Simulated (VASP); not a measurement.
Here is the system:

```xyz
1
Lattice="-1.6500 1.6500 1.6500 1.6500 -1.6500 1.6500 1.6500 1.6500 -1.6500" Properties=species:S:1:pos:R:3 pbc="T T T"
Nb     0.0000     0.0000     0.0000
```

All values below come from PBE GGA with D3 dispersion (Becke-Johnson damping), VASP's PBE PAW potentials (set 64) (plane waves; VASP 6.6.1). Run with 520 eV cut-off, 14×14×14 Γ-centred mesh, first-order Methfessel-Paxton smearing of 0.10 eV, potentials Nb_sv.

Energy and stress use the plane-wave basis of the starting cell.

Question: The ions, cell shape and volume are relaxed. What does this cell relax into?

Answer: 
```xyz
1
Lattice="-1.6324 1.6324 1.6324 1.6324 -1.6324 1.6324 1.6324 1.6324 -1.6324" Properties=species:S:1:pos:R:3 pbc="T T T"
Nb     0.0000     0.0000     0.0000
```
Space group Im-3m (229), at a tolerance of 0.03 Å.

Question: How do energy and volume change from the first to the last step?

Answer: The energy (σ→0) changes by -10.3 meV/atom and the volume by -3.2 %, in 3 ionic steps.

| step | E(σ→0) (eV) | max force (eV/Å) | pressure (GPa) | volume (Å³) |
|---|---|---|---|---|
| 1 | -10.9483 | 0.000 | -5.45 | 17.97 |
| 2 | -10.9262 | 0.000 | 11.27 | 16.43 |
| 3 | -10.9586 | 0.000 | -0.04 | 17.40 |

The compound is Nb in the bcc structure. This run relaxes it. Symmetry was kept, so distortions that lower it aren't found.
